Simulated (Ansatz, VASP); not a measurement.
**CaMg6Ni: VASP beside Ansatz**

File INCAR:

```
SYSTEM = CaMg6Ni
PREC = Accurate
ENCUT = 520
EDIFF = 1E-7
ISMEAR = -1
SIGMA = 0.05
LREAL = .False.
LASPH = .True.
NELM = 120
ALGO = Normal
ISIF = 2
LWAVE = .False.
LCHARG = .False.
ISPIN = 2
MAGMOM = 1 0 0 0 0 0 0 0
LORBIT = 11
LMAXMIX = 4
GGA = PE
NBANDS = 30
```

KPOINTS

```
regular mesh
0
Gamma
  6 5 5
  0 0 0
```

The input POSCAR:

```
CaMg6Ni
1.0
    4.7919902651      0.0000000000      0.0000000000
    0.0000000000      3.0623703380      5.7704689517
    0.0000000000     -3.0623703380      5.7704689517
Ni Ca Mg
1 1 6
Direct
    0.5000000000      0.6334780000      0.6334780000
    0.0000000000      0.8066560000      0.8066560000
    0.5000000000      0.1813640000      0.1813640000
    0.5000000000      0.6808790000      0.1998830000
    0.5000000000      0.1998830000      0.6808790000
    0.0000000000      0.3411450000      0.3411450000
    0.0000000000      0.8208490000      0.3357450000
    0.0000000000      0.3357450000      0.8208490000
```

The input input.yaml:

```yaml
crystal:
  lattice:
    - [4.7919902651, 0.0, 0.0]
    - [0.0, 3.062370338, 5.7704689517]
    - [0.0, -3.062370338, 5.7704689517]
  atoms:
    - { symbol: Ni, position: [0.5, 0.633478, 0.633478], spin: 1.0 }
    - { symbol: Ca, position: [0.0, 0.806656, 0.806656] }
    - { symbol: Mg, position: [0.5, 0.181364, 0.181364] }
    - { symbol: Mg, position: [0.5, 0.680879, 0.199883] }
    - { symbol: Mg, position: [0.5, 0.199883, 0.680879] }
    - { symbol: Mg, position: [0.0, 0.341145, 0.341145] }
    - { symbol: Mg, position: [0.0, 0.820849, 0.335745] }
    - { symbol: Mg, position: [0.0, 0.335745, 0.820849] }
hamiltonian:
  xc: pbe
  pseudopotentials: { kind: paw }
magnetization:
  spin_polarized: true
kpoints:
  mp_grid: { grid: [6, 5, 5] }
scf:
  occupations: { method: fermi_dirac, width: 0.05 }
output:
  forces: true
  stress: true
  eigenvalues: true
  write_density: true
  write_potential: true
  elf: true
  volumetric_format: npy
```

Change from the starting cell: volume scaled by 0.94.

Alike in both runs: task single point; functional PBE; k mesh 6 × 5 × 5; occupations fermi-dirac, width 0.05 eV; collinear spin, ferromagnetic start.

```csv
,VASP,Ansatz
version,VASP 6.6.1,Ansatz 0.2.0
potentials or method,"VASP PAW PBE potentials, release 64 (Ni, Ca_sv, Mg)",Ansatz PAW
plane-wave cutoff (eV),520,420
valence electrons in the cell,32,88
```

```tsv
	VASP	Ansatz	Ansatz less VASP
gap on the k mesh at the Fermi level (eV)	none	none	-
pressure (GPa)	3.0	3.0	+0.03
largest component of the traceless stress (GPa)	0.06	0.06	-0.004
rms of the force components (eV/Å)	0.051	0.051	+0.0001
net moment per atom (μB)	0.00	0.00	0.000
```

Atom by atom the forces differ by 0.003 eV/Å (rms over components). A gap of «none» marks a metal or a gap that the smearing closes. The two sets of potentials don't hold the same shells in valence.

Caveats: the starting moments weren't kept (Ansatz).
